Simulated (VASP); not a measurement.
The system is Ta.

```xyz
1
Lattice="-1.6400 1.6400 1.6400 1.6400 -1.6400 1.6400 1.6400 1.6400 -1.6400" Properties=species:S:1:pos:R:3 pbc="T T T"
Ta    0.0000    0.0000    0.0000
```

The cell was built by a generator and needn't be a form met in nature.

| Item | Value |
| --- | --- |
| Program | VASP 6.6.1 |
| Task | relaxation of cell and atoms |
| Functional | LDA |
| Potentials or basis | VASP PAW LDA potentials, release 64 (Ta_pv) |
| Cutoff | 600 eV |
| k mesh | 18 × 18 × 18 |
| Occupations | methfessel-paxton, width 0.1 eV |
| Spin | no spin polarisation |

At the start: pressure -4.5 GPa; volume 17.64 Å³/atom.

Where does the relaxation end?

Over 4 steps the energy falls by 5.2 meV/atom and the volume is 17.28 Å³/atom (-2.1 %); space group Im-3m (No. 229, to 0.05 Å).

The path:
```tsv
step	energy change (eV)	largest force (eV/Å)	pressure (GPa)	volume (Å³)
1	0.0000	0.0000	-4.47	17.64
2	0.0276	0.0000	12.68	16.42
3	-0.0052	0.0000	-0.11	17.29
4	-0.0052	0.0000	-0.02	17.28
```

Final structure:
```
CELL_PARAMETERS angstrom
-1.62863 1.62863 1.62863
1.62863 -1.62863 1.62863
1.62863 1.62863 -1.62863
ATOMIC_POSITIONS crystal
Ta 0.00000 0.00000 0.00000
```
